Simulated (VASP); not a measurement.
VASP input:

### POSCAR
```
CaS
1
    0.0000000000     3.0348000000     3.0348000000
    3.0348000000     0.0000000000     3.0348000000
    3.0348000000     3.0348000000     0.0000000000
Ca S
1 1
Direct
  0.0000000000   0.0000000000   0.0000000000
  0.5000000000   0.5000000000   0.5000000000
```

### INCAR
```
ALGO = Normal
EDIFF = 1E-6
EDIFFG = -0.01
ENCUT = 400
GGA = PS
IBRION = 2
ISIF = 3
ISMEAR = 0
LASPH = T
LCHARG = F
LREAL = F
LWAVE = F
NELM = 100
NSW = 60
PREC = Accurate
SIGMA = 0.05
SYSTEM = CaS
```

### KPOINTS
```
Automatic mesh
0
Gamma
7 7 7
0 0 0
```

POTCAR, in this order: Ca_sv S (PBE.64 set). Program: vasp_std.

Q: Write an equivalent input for Quantum ESPRESSO's pw.x.

A: One equivalent input (not run):
```
&CONTROL
  calculation = 'vc-relax'
  pseudo_dir = './pseudo'
  outdir = './out'
  tprnfor = .true.
  tstress = .true.
  nstep = 60
  forc_conv_thr = 0.00039
/
&SYSTEM
  ibrav = 0
  nat = 2
  ntyp = 2
  ecutwfc = 68
  occupations = 'smearing'
  smearing = 'gaussian'
  degauss = 0.003675
  input_dft = 'pbesol'
/
&ELECTRONS
  conv_thr = 7.3e-08
  electron_maxstep = 100
/
&IONS
/
&CELL
/
ATOMIC_SPECIES
  Ca 40.078 Ca.upf
  S 32.060 S.upf
CELL_PARAMETERS angstrom
     0.0000000    3.0348000    3.0348000
     3.0348000    0.0000000    3.0348000
     3.0348000    3.0348000    0.0000000
ATOMIC_POSITIONS crystal
  Ca   0.0000000  0.0000000  0.0000000
  S    0.5000000  0.5000000  0.5000000
K_POINTS automatic
  7 7 7 0 0 0
```
What does not carry over: the potentials are each code's own (VASP's PAW set, PseudoDojo norm-conserving files in pw.x), so ENCUT and ecutwfc are chosen apart and not converted; conv_thr bounds pw.x's estimated SCF error, while EDIFF bounds the energy change between steps; forc_conv_thr acts on force components and is met together with etot_conv_thr.

The structure was generated: CaS was put into the rock salt type (Fm-3m), which need not be its known phase. This run relaxes it. Symmetry was kept, so distortions that lower it aren't found.
